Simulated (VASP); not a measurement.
Energy against volume of Co (hcp). Computed with vdW-DF2, VASP's PBE PAW potentials (set 64) (plane waves; VASP). Run with 520 eV cut-off, 16×16×9 Γ-centred mesh, first-order Methfessel-Paxton smearing of 0.10 eV, potentials Co.

Shape and ions are relaxed at each volume.

| V (Å³/atom) | E (eV/atom) |
|---|---|
| 11.212 | -3.69991 |
| 11.559 | -3.70443 |
| 11.905 | -3.69743 |
| 12.252 | -3.68082 |

**Question.** Fit these four points and predict the energy of the run at 10.865 Å³/atom.

**Answer.** A cubic in V^(−2/3), the third-order Birch-Murnaghan form, passes through the four points with V0 = 11.51 Å³/atom and B0 = 181 GPa, and gives -3.6815 eV/atom there. The run gave -3.6814 eV/atom, +0.1 meV/atom from the fit; all five points give B0 = 181 GPa.

The compound is Co in the hcp structure. It was relaxed first.
